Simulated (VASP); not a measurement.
An input for Ansatz (written as the equivalent of a VASP run, and not itself run):

Ansatz 0.2 input:
```yaml
crystal:
  lattice:
    - [0.0000000, 3.0246147, 3.0246147]
    - [3.0246147, 0.0000000, 3.0246147]
    - [3.0246147, 3.0246147, 0.0000000]
  atoms:
    - { symbol: Ga, position: [0.0000000, 0.0000000, 0.0000000] }
    - { symbol: Sb, position: [0.7500000, 0.7500000, 0.7500000] }
kpoints:
  mp_grid: { grid: [7, 7, 7] }
hamiltonian:
  xc: lda
  pseudopotentials: { kind: paw }
scf:
  occupations: { method: gaussian, width: 0.05 }
  max_iter: 100
relax:
  max_steps: 30
  f_tol: 0.001
output: { forces: true, stress: true, eigenvalues: true }
```

Q: Translate this input to VASP (INCAR, KPOINTS, POSCAR, choice of POTCAR).

A: One answer among several that fit: 
File POSCAR:
```
GaSb
1.0
  0.0000000000   3.0246147048   3.0246147048
  3.0246147048   0.0000000000   3.0246147048
  3.0246147048   3.0246147048   0.0000000000
Ga Sb
1 1
Cart
  0.0000000000   0.0000000000   0.0000000000
  4.5369220572   4.5369220572   4.5369220572
```

KPOINTS:
```
Automatic mesh
0
G
  7 7 7
0 0 0
```

**INCAR**
```
! general
SYSTEM  = GaSb
PREC    = Accurate
ENCUT   = 400
LREAL   = F
LASPH   = T

! electronic loop
EDIFF   = 1E-8
NELM    = 100
ALGO    = Normal
LMAXMIX = 4

! smearing
ISMEAR  = 0
SIGMA   = 0.05

! ions
IBRION  = 1
NSW     = 30
ISIF    = 2
EDIFFG  = -0.001

! output
LWAVE   = F
LCHARG  = F
```

POTCAR, in this order: Ga_d Sb (LDA.64 set). Program: vasp_std.

Limits of the translation: each code has its own PAW files, so the cut-off isn't converted (ENCUT is set for VASP's; basis.ecutwfc is left out, and Ansatz then takes the one that its files recommend); Ansatz stops its SCF on the density residual and VASP on the energy change (EDIFF); Ansatz's lda is the Perdew-Wang form, while the LDA potentials of VASP carry Perdew-Zunger's.

The structure comes from a computed database's GaSb entry (F-43m); how it stands against other phases isn't given here. It was relaxed first. The start is the result of an earlier pass.
